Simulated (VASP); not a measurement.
Data:

```
CELL_PARAMETERS angstrom
      3.98779     0.00000     0.00000
     -1.99389     3.45353     0.00000
      0.00000     0.00000     6.57071
ATOMIC_POSITIONS crystal
  Ga 0.33333 0.66667 0.00053
  Ga 0.66667 0.33333 0.50053
  As 0.33333 0.66667 0.37447
  As 0.66667 0.33333 0.87447
```

These are PBEsol GGA, VASP's PBE PAW potentials (set 64) (plane waves; VASP) values and carry that method's errors. Numerical set-up: 400 eV cut-off, Gaussian smearing of 0.050 eV, potentials Ga_d As.

Q: Predict the band gap (along the path) with the smallest direct gap where there is one.

A: 
```yaml
band gap (along the path): 0.45 eV
smallest direct gap (along the path): 0.45 eV
```

The absolute energy has meaning only against runs of the same code, potentials and settings.

The structure was generated: GaAs was put into the wurtzite type (P6_3mc), which need not be its known phase. It was relaxed first.
